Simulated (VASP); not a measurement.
Set up this calculation in VASP 6.6.1, as the native input.

```yaml
Task: single point
Functional: PBE
Potentials_or_basis: VASP PAW PBE potentials, release 64 (Al, Pt, C)
Cutoff: 520 eV
k_mesh: 4 × 4 × 4
Occupations: fermi-dirac, width 0.1 eV
Spin: no spin polarisation
Dipole_correction: no
Further_INCAR_settings: ALGO = Normal; EDIFF = 1e-06; NBANDS = 26
```

The structure of AlPt3C lies in POSCAR:

```
AlPt3C
1.0
    4.1851500000      0.0000000000      0.0000000000
    0.0000000000      4.1851500000      0.0000000000
    0.0000000000      0.0000000000      4.1851500000
Al Pt C
1 3 1
Direct
   -0.0318119724     -0.0087727399     -0.0088248872
   -0.0245686060      0.4803652587      0.4345553686
    0.4877502010     -0.0089725656      0.5548809238
    0.5162344842      0.5038800592      0.0023741775
    0.4960487171      0.4832429817      0.4976036706
```

The cell comes from a database or a generator and needn't be the stable form of this composition.

One way to write it, as run:

INCAR

```
SYSTEM = AlPt3C
ALGO = Normal
EDIFF = 1E-6
ENCUT = 520
GGA = PE
ISIF = 2
ISMEAR = -1
LASPH = .TRUE.
LCHARG = .TRUE.
LELF = .TRUE.
LREAL = .FALSE.
LVHAR = .TRUE.
LWAVE = .FALSE.
NBANDS = 26
NELM = 100
PREC = Accurate
SIGMA = 0.1
```

KPOINTS

```
k-points
0
G
  4 4 4
  0 0 0
```

Potentials or basis: VASP PAW PBE potentials, release 64 (Al, Pt, C).

Run with:

```console
$ cat potpaw_PBE.64/Al/POTCAR potpaw_PBE.64/Pt/POTCAR potpaw_PBE.64/C/POTCAR > POTCAR
$ mpirun -np 1 vasp_std > vasp.out
```

It gave:

```json
{
  "Pressure": "1.0 GPa",
  "Largest force": "1.856 eV/Å",
  "Band gap on the k mesh": "none (metal or under the smearing width)"
}
```

Caveat: the k mesh is coarse (spacing up to 0.38 Å⁻¹), so the values aren't converged; forces of over 1 eV/Å show positions far from the minimum, so gaps and moduli don't describe the material at rest.

Run time: 44 s on 1 thread of Intel(R) Xeon(R) Platinum 8488C (Sapphire Rapids) (shared host), peak memory 0.21 GiB.
